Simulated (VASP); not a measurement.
The system is Cl2GaH, in a box.

```
CELL_PARAMETERS angstrom
12.00000 0.00000 0.00000
0.00000 13.00000 0.00000
0.00000 0.00000 11.00000
ATOMIC_POSITIONS crystal
Cl 0.37725 0.49802 0.44085
Cl 0.62492 0.38412 0.56533
Ga 0.54770 0.51672 0.48940
H 0.61078 0.61911 0.47086
```

Base run:

| Quantity | Value |
| --- | --- |
| Program | VASP 6.6.1 |
| Functional | PBE |
| Potentials or basis | VASP PAW PBE potentials, release 64 (Cl, Ga_d, H) |
| Cutoff | 520 eV |
| k mesh | 1 × 1 × 1 |
| Occupations | gaussian, width 0.01 eV |
| Spin | no spin polarisation |

Its results: gap between the frontier levels 5.21 eV; largest force 0.241 eV/Å.

**Question.** After a change of settings the same cell gave: gap between the frontier levels 5.10 eV; largest force 0.531 eV/Å. Which change was it?
A. functional from PBE to BLYP; further incar settings from ALGO = Normal; EDIFF = 1e-07; NBANDS = 22 to ALGO = Fast; EDIFF = 1e-07; NBANDS = 22
B. functional from PBE to SCAN; further incar settings from ALGO = Normal; EDIFF = 1e-07; NBANDS = 22 to ALGO = Normal; EDIFF = 1e-06
C. functional from PBE to r2SCAN0; further incar settings from ALGO = Normal; EDIFF = 1e-07; NBANDS = 22 to ALGO = Normal; EDIFF = 1e-06

**Answer.** A.

Caveats: the PAW data sets were made with another functional, which shifts forces and pressure a little (some runs).
